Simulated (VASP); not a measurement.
TaSb (relaxed from the CsCl type structure, space group Pm-3m): computed properties

Method: PBEsol GGA, VASP's PBE PAW potentials (set 64) (plane waves; VASP 6.6.1).

For TaSb, the space group is Pm-3m (221). The cell is a = 3.377 Å, b = 3.377 Å, c = 3.377 Å, α = 90.00°, β = 90.00°, γ = 90.00°, the volume per atom comes out as 19.26 Å³/atom and the band gap (over mesh and band path) is none (metal, semimetal or under 0.01 eV). The density is 13.05 g/cm³.

```cif
data_SbTa
_chemical_formula_sum 'Ta1 Sb1'
_space_group_name_H-M_alt 'Pm-3m'
_space_group_IT_number 221
_space_group_name_Hall '-P 4 2 3'
_cell_length_a 3.37741
_cell_length_b 3.37741
_cell_length_c 3.37741
_cell_angle_alpha 90.000
_cell_angle_beta 90.000
_cell_angle_gamma 90.000
loop_
_atom_site_label
_atom_site_type_symbol
_atom_site_symmetry_multiplicity
_atom_site_Wyckoff_symbol
_atom_site_fract_x
_atom_site_fract_y
_atom_site_fract_z
_atom_site_occupancy
Ta1 Ta 1 a 0.00000 0.00000 0.00000 1
Sb1 Sb 1 b 0.50000 0.50000 0.50000 1
```

Unless said otherwise, spin-orbit coupling is left out, though it shifts the bands of the heavy elements here.

The structure was generated: TaSb was put into the CsCl type type (Pm-3m), which need not be its known phase. It was relaxed first, which changed the volume by -41 %. Symmetry was kept, so distortions that lower it aren't found.
